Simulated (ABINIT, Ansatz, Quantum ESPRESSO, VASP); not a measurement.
**BeAl3: 4 runs at one level of theory**

```xyz
4
Lattice="-1.9422 1.9422 3.8519 1.9422 -1.9422 3.8519 1.9422 1.9422 -3.8519" Properties=species:S:1:pos:R:3 pbc="T T T"
Al   -0.0177   -0.0446    3.8649
Al    1.9305   -0.0283    1.9653
Al    0.0251    1.9182    1.9788
Be   -0.0128    0.0032    0.0326
```

The cell comes from a database or a generator and needn't be the stable form of this composition.

Atoms were shifted at random by some hundredths of an Å from the given cell, which wasn't relaxed again for these runs.

Alike in all runs: task single point; functional PBE; k mesh 10 × 10 × 10; occupations fermi-dirac, width 0.05 eV; no spin polarisation; no spin-orbit coupling. Pressure is positive in compression and, in plane waves, holds the error of the finite cutoff, which Ansatz's Pulay term estimates and takes out.

| program and potentials | plane-wave cutoff (eV) | notes | band gap (eV) | pressure (GPa) | largest force (eV/Å) | energy over the undisturbed cell (meV/atom) |
| --- | --- | --- | --- | --- | --- | --- |
| Ansatz, Ansatz PAW | 420 | 2.75 valence electrons an atom on average; Pulay term of +0.06 GPa included | no gap | 0.77 | 0.301 | 2.77 |
| Quantum ESPRESSO, SSSP 1.3 efficiency PBE | 748 | 3.25 valence electrons an atom on average | no gap | 0.77 | 0.302 | 2.78 |
| VASP, PBE PAW files Al, Be, 520 eV | 520 | 2.75 valence electrons an atom on average | no gap | 0.75 | 0.301 | - |
| ABINIT, JTH PAW PBE v2.0 | 517 | 3.25 valence electrons an atom on average | no gap | 0.64 | 0.302 | 2.76 |

Force on atom 1 (Al), eV/Å:

```
                   program and potentials      x      y      z
                       Ansatz, Ansatz PAW  0.087  0.117  0.264
Quantum ESPRESSO, SSSP 1.3 efficiency PBE  0.087  0.117  0.264
       VASP, PBE PAW files Al, Be, 520 eV  0.087  0.117  0.264
                 ABINIT, JTH PAW PBE v2.0  0.087  0.117  0.264
```

None finds a gap. The pressure spans 0.64 (ABINIT, JTH PAW PBE v2.0) to 0.77 GPa (Quantum ESPRESSO, SSSP 1.3 efficiency PBE).

Differences between rows come from potentials, basis sets and numerical settings, since the functional is the same but for its coding. Runs on potential files found faulty are left out.
